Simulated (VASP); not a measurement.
A run of VASP 6.6.1 is set up as follows.

Contents of INCAR:

```
ALGO = Normal
EDIFF = 1E-6
ENCUT = 520
ISIF = 2
ISMEAR = 0
LASPH = True
LCHARG = True
LELF = True
LREAL = False
LVHAR = True
LWAVE = False
NBANDS = 16
NELM = 100
PREC = Accurate
SIGMA = 0.05
```

KPOINTS

```
k-points
0
Gamma
  4 4 4
```

The input POSCAR:

```
Mg3SbAs
1.0
    4.8906022898      0.0000000000      0.0000000000
    0.0000000000      4.8906022898      0.0000000000
    0.0000000000      0.0000000000      4.8906022898
Sb As Mg
1 1 3
Direct
    0.0000000000      0.0000000000      0.0000000000
    0.5000000000      0.5000000000      0.5000000000
    0.5000000000      0.5000000000      0.0000000000
    0.5000000000      0.0000000000      0.5000000000
    0.0000000000      0.5000000000      0.5000000000
```

Potentials or basis: VASP PAW LDA potentials, release 64 (Sb, As, Mg).

The run is started by

```sh
$ cat potpaw_LDA.64/Sb/POTCAR potpaw_LDA.64/As/POTCAR potpaw_LDA.64/Mg/POTCAR > POTCAR
$ mpirun -np 1 vasp_std > vasp.out
```

Question: Estimate the band gap on the k mesh.

Answer: None (metal or under the smearing width).

Question: Estimate the pressure.

Answer: 0.0 GPa.

Spin-orbit coupling is left out, which matters for the levels of Sb.
